**Q:** I want to know what it costs to squeeze lead oxide by a few percent, in energy and in pressure. These are the values from a density-functional calculation. Could I have got close to them with a pencil?

VASP 6.6.1, non-spin-polarised PBE with PAW potentials (Pb_d, O), for PbO (P4/nmm), without dispersion correction or spin-orbit coupling; cutoff 520 eV, 7×7×6 k mesh, Fermi-Dirac smearing 0.05 eV. The cell is scaled at fixed shape and fractional coordinates; energies are counted from the minimum of the fitted curve.

```csv
volume (Å³/atom),energy (meV/atom),pressure (GPa)
18.74,53.69,9.280
19.14,33.12,6.980
19.54,18.00,4.900
19.94,7.76,3.050
20.34,1.91,1.380
20.74,0.00,-0.120
21.14,1.65,-1.470
```

**A:** Yes, if you know two things about the solid: the volume at which it rests and how stiff it is there. Start with the picture. At rest the pressure is zero, and it builds up roughly in proportion to the compression. The energy is the work done against that growing pressure, so doubling a small compression costs about four times the energy.

**Q:** So the energy is a parabola in the volume?

**A:** Only close to the minimum. As the atoms come nearer, their electron clouds overlap more and the repulsion rises steeply, so each further step of compression adds more pressure than the one before. A parabola adds the same pressure at every equal step and misses this. At 18.74 Å$^3$ per atom it gives an energy 17% below the calculated one.

**Q:** How do I put the stiffening in without a complicated formula?

**A:** Divide the volume change by the squeezed volume instead of the resting one. Call the resting volume $V_0$, the actual volume $V$, and write

$$c=\frac{V_0-V}{V}=\frac{V_0}{V}-1,\qquad E\approx\tfrac12 B V_0\,c^2 .$$

Here $E$ is the energy per atom above the minimum and $B$ is the bulk modulus, the stiffness at rest. Because the denominator shrinks during compression, $c$ grows faster than the plain volume change, and the energy rises faster than a parabola.

**Q:** Why should that be the right amount of stiffening?

**A:** Solids differ in how fast $B$ rises with pressure. If you expand the formula about $V_0$, its cubic term corresponds to a rise of 5 GPa in $B$ for each GPa of pressure. The curve fitted to this scan has a slope of 4.49, so the formula stiffens slightly too fast. For a solid with a slope well above 5, the same formula would give too little energy on compression.

**Q:** Let me try it. What do I use for $V_0$ and $B$?

**A:** The fit to all seven energies gives $V_0=20.745$ Å$^3$ per atom and $B=74$ GPa. One eV/Å$^3$ is about 160 GPa, so

$$\tfrac12 BV_0\approx\frac{74\times20.745}{2\times160}\ \text{eV}\approx4.8\ \text{eV}.$$

With $c$ in percent, this becomes a rule you can remember: 0.48 meV per atom, times the square of the percentage.

**Q:** For the row at 19.94, $20.745/19.94-1$ is 4.0%. The square is 16, and 16 times 0.48 gives 7.7 meV. The table has 7.76.

**A:** Now take the strongest compression.

**Q:** At 18.74, $c$ is 10.7%. Its square is about 114, which gives 55 meV against 53.69 in the table. That is 2% too high.

**A:** And 2% is the largest error among the six rows away from the minimum. Most of it is the slightly excessive stiffening. The Birch-Murnaghan form with a fixed slope of 4 does about as well, between 1 and 2% low in the same row, but it needs a cube root.

**Q:** Isn't that circular? Both rows helped to determine $V_0$ and $B$.

**A:** It is a test of the short formula, not of the two constants. You can make it harder by taking the prefactor from the row at 19.94 alone and carrying it to 18.74. That gives 54.5 meV, still within 2% of the table. The resting volume, however, still comes from the fit to all rows.

**Q:** Then where could I go badly wrong?

**A:** In $V_0$. If it is 1% too large, a compression of 4% looks like 5%, and squaring that raises the energy by more than half. At 18.74 the same mistake costs 23%, because there it is a smaller part of the total compression. An error of 1% in $B$ changes the energy by only 1%.

**Q:** So I shouldn't take the volume from one source and the resting volume from another?

**A:** Exactly. The cell from which this scan was built has 19.94 Å$^3$ per atom, while the minimum of the calculated curve lies 4% higher. Had you used the starting cell as $V_0$, your estimate for that row would have been zero instead of nearly 8 meV. Both volumes must belong to the same energy curve.

**Q:** And the pressure?

**A:** It is the downhill slope of the energy with volume, $P=-dE/dV$. Since $dc/dV=-V_0/V^2=-(1+c)^2/V_0$, the energy formula gives

$$P\approx B\,c\,(1+c)^2 .$$

At 18.74 this is $74\times0.107\times1.107^2\approx9.7$ GPa, against 9.28 in the table, so it is about 5% high.

**Q:** Near the minimum it looks worse. At 20.74 the solid is still very slightly compressed, yet the printed pressure is negative.

**A:** There the printed pressure is the weaker number. The slopes between neighbouring energies lie above the printed pressures throughout, by a nearly constant amount of a little over 0.1 GPa. The probable cause is Pulay stress. The program evaluates the pressure with a fixed set of plane waves, which describes an expanded cell slightly less well and so adds a false pull inwards. A run with a higher cutoff would test this. For pressures of about 1 GPa or less, trust the energy slope more.

**Q:** Can I use the rule to say how a real piece of lead oxide responds to pressure?

**A:** Not with this value of $B$, and perhaps not with this amount of stiffening. The crystal consists of layers, with strong Pb–O bonds inside them and soft gaps between them. The scan shrinks everything in the same proportion, so the Pb–O distance falls from 2.36 Å at rest to 2.28 Å at 18.74. A real sample can close its gaps first and largely spare the bonds. It should therefore need clearly less pressure for the same loss of volume, although this scan, with its shape held fixed, cannot say by how much. Once the gaps have narrowed, further squeezing has to work on the bonds, so the stiffness should also rise faster with pressure than it does here. If that slope lies well above 5, the rule gives too little energy even with the right $B$. The calculation also leaves out dispersion forces, which help to hold the layers together, and spin-orbit coupling; their effect on this curve was not tested.

**Q:** And over what range would you use it?

**A:** For this fixed-shape curve, down to the smallest volume here, about 10% below rest. On the expanded side there is only the row at 21.14, about 2% above rest. The rule agrees with it as closely as the rounded volume allows, but I would not stretch it much further. Bonds being pulled apart eventually weaken and give way. The formula does level off at large volumes, but at $\tfrac12BV_0$, a height set by the stiffness at rest and not by the real cost of separating the atoms. The output below compares the rule with the table row by row.

Printed output of the fit:

```
Prefactor B V0/2 in meV per atom: 4791
Energy for one percent of compression c in meV per atom: 0.4791
Energies in meV per atom, misses are estimate less table:
    row  c in percent       rule  rule miss  parabola miss  Birch-Murnaghan miss  volume rounding
  18.74          10.7      54.84       1.15         -8.939               -0.7027           0.2896
  19.14         8.386      33.69     0.5677         -4.443               -0.3344           0.2178
  19.54         6.167      18.22     0.2192         -1.836               -0.1436           0.1529
  19.94         4.037      7.808    0.04812        -0.5461              -0.05478          0.09518
  20.34         1.991      1.899   -0.01062       -0.08405              -0.02309          0.04307
  20.74       0.02411  0.0002784  0.0002784      0.0002783             0.0002784         0.003745
  21.14        -1.868      1.673    0.02259        0.08689               0.03311          0.04588
Rule miss at 19.94 in percent: 0.62
Rule miss at 18.74 in percent: 2.141
Rule miss at 21.14 in percent: 1.369
Largest rule miss without the row at the minimum in percent: 2.141
Parabola miss at 18.74 in percent: -16.65
Birch-Murnaghan miss at 18.74 in percent: -1.309
Excess expected at 18.74 from slope 5 in place of the fitted slope in percent: 1.643
Prefactor from row 19.94 alone in meV per atom: 4761
Energy at 18.74 from that prefactor in meV per atom: 54.5
Energy change at 18.74 if V0 is one percent too large in percent: 22.98
Energy change at 19.94 if V0 is one percent too large in percent: 59.76
Pressures in GPa:
    row     rule  rule less table  energy slope less mean printed pressure of this row and the one before
  18.74    9.702           0.4221                                                                     n/a
  19.14     7.29           0.3097                                                                  0.1092
  19.54    5.144           0.2437                                                                  0.1162
  19.94    3.234           0.1835                                                                  0.1266
  20.34    1.533           0.1527                                                                  0.1282
  20.74  0.01785           0.1378                                                                   0.135
  21.14   -1.331           0.1385                                                                  0.1341
Mean offset of energy slope from printed pressure in GPa: 0.1249
Pb-O distance at 18.74 in angstrom: 2.281
Pb-O distance at the fitted minimum in angstrom: 2.36
```
